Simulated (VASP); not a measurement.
```yaml
crystal:
  lattice:
    - [3.09042, 0.00000, 0.00000]
    - [-1.54521, 2.67639, 0.00000]
    - [0.00000, 0.00000, 4.47763]
  atoms:
    - { symbol: As, position: [0.33333, 0.66667, 0.25000] }
    - { symbol: As, position: [0.66667, 0.33333, 0.75000] }
```

Level of theory: PBEsol GGA, VASP's PBE PAW potentials (set 64) (plane waves; VASP 6.6.1). Run with 400 eV cut-off, Gaussian smearing of 0.050 eV, potentials As.

Give the energies of bands 3 to 8 at the high-symmetry points, in eV from the Fermi level.

| band | Γ | M | K | A | L | H |
|---|---|---|---|---|---|---|
| 3 | -6.52 | -4.30 | -5.52 | 0.79 | -6.29 | -5.37 |
| 4 | 2.76 | -2.67 | -1.74 | 0.79 | -6.29 | -5.37 |
| 5 | 2.76 | -2.34 | -1.74 | 3.94 | 1.30 | -3.71 |
| 6 | 5.05 | -0.44 | -0.99 | 3.94 | 1.30 | -3.71 |
| 7 | 5.05 | -0.11 | -0.99 | 3.94 | 2.85 | 4.91 |
| 8 | 7.48 | 4.49 | -0.02 | 3.94 | 2.85 | 4.91 |

It has no gap at this level: it comes out as a metal or semimetal.

The structure was generated: As was put into the hcp type (P6_3/mmc), which need not be its known phase. It was relaxed first.
